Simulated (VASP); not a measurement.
Input of a VASP 6.6.1 run:

File INCAR:

```
PREC     = Normal         # precision mode
ENCUT    = 520            # plane-wave cutoff, eV
EDIFF    = 1E-4           # SCF threshold, eV
ISMEAR   = 0              # smearing method
SIGMA    = 0.15           # smearing width, eV
LREAL    = Auto         
LASPH    = T              # aspherical terms in the spheres
NELM     = 60             # most SCF steps
ALGO     = Fast           # electronic algorithm
ISIF     = 3              # what is computed and relaxed
LWAVE    = F              # write WAVECAR
LCHARG   = F              # write CHGCAR
GGA      = PE             # functional
IBRION   = 2              # ionic algorithm
NSW      = 24             # ionic steps
EDIFFG   = -0.08          # ionic threshold
```

The input KPOINTS:

```
Automatic mesh
0
Gamma
  3 3 3
```

The input POSCAR:

```
LuAl3N4
1.0
    6.6500000000      0.0000000000      0.0000000000
   -3.3250000000      5.7590689400      0.0000000000
    0.0000000000      0.0000000000      5.5000000000
Lu Al N
2 6 8
Direct
    0.6666666700      0.3333333300      0.5000000000
    0.3333333300      0.6666666700      0.0000000000
    0.3340000100      0.1670000000      0.0000000000
    0.8330000000      0.1670000000      0.0000000000
    0.8330000000      0.6659999900      0.0000000000
    0.1670000000      0.3340000100      0.5000000000
    0.1670000000      0.8330000000      0.5000000000
    0.6659999900      0.8330000000      0.5000000000
    0.3500000100      0.1750000000      0.3650000000
    0.8250000000      0.1750000000      0.3650000000
    0.8250000000      0.6499999900      0.3650000000
    0.6666666700      0.3333333300      0.8950000000
    0.1750000000      0.3500000100      0.8650000000
    0.1750000000      0.8250000000      0.8650000000
    0.6499999900      0.8250000000      0.8650000000
    0.3333333300      0.6666666700      0.3950000000
```

Potentials or basis: VASP PAW PBE potentials, release 64 (Lu, Al, N).

Run with:

```sh
$ cat potpaw_PBE.64/Lu/POTCAR potpaw_PBE.64/Al/POTCAR potpaw_PBE.64/N/POTCAR > POTCAR
$ mpirun -np 4 vasp_std > vasp.out
```

(1) What does it give for the band gap on the k mesh?

(2) Predict the relaxed cell.

Results:

(1) 3.09 eV, indirect (least direct gap 3.15 eV).

(2) a = 6.578 Å, b = 6.578 Å, c = 5.144 Å, α = 90.00°, β = 90.00°, γ = 120.00°.

Caveat: spin-orbit coupling is left out, which moves the levels of the heavy elements; an odd mesh through Γ misses points on the zone boundary, where band edges often lie.
